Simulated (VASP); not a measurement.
Given:

```yaml
crystal:
  lattice:
    - [3.84551, 0.00000, 0.00000]
    - [-1.92276, 3.33031, 0.00000]
    - [0.00000, 0.00000, 6.42268]
  atoms:
    - { symbol: Mg, position: [0.00000, 0.00000, 0.00000] }
    - { symbol: Br, position: [0.33333, 0.66667, 0.23250] }
    - { symbol: Br, position: [0.66667, 0.33333, 0.76750] }
```

Method: r2SCAN meta-GGA, VASP's PBE PAW potentials (set 64) (plane waves; VASP). Settings: 400 eV cut-off, 8×8×4 Γ-centred mesh, tetrahedra with Blöchl corrections, potentials Mg Br.

Q: Estimate the energy per atom (σ→0), band gap (over mesh and band path) with the smallest direct gap where there is one.

A: 
- band gap (over mesh and band path) = 5.22 eV
- smallest direct gap (over mesh and band path) = 5.22 eV
- energy per atom (σ→0) = -11939 meV/atom

Only differences to runs with the same potentials and settings are physical.

The structure comes from a computed database's MgBr2 entry (P-3m1); how it stands against other phases isn't given here. It was relaxed first.
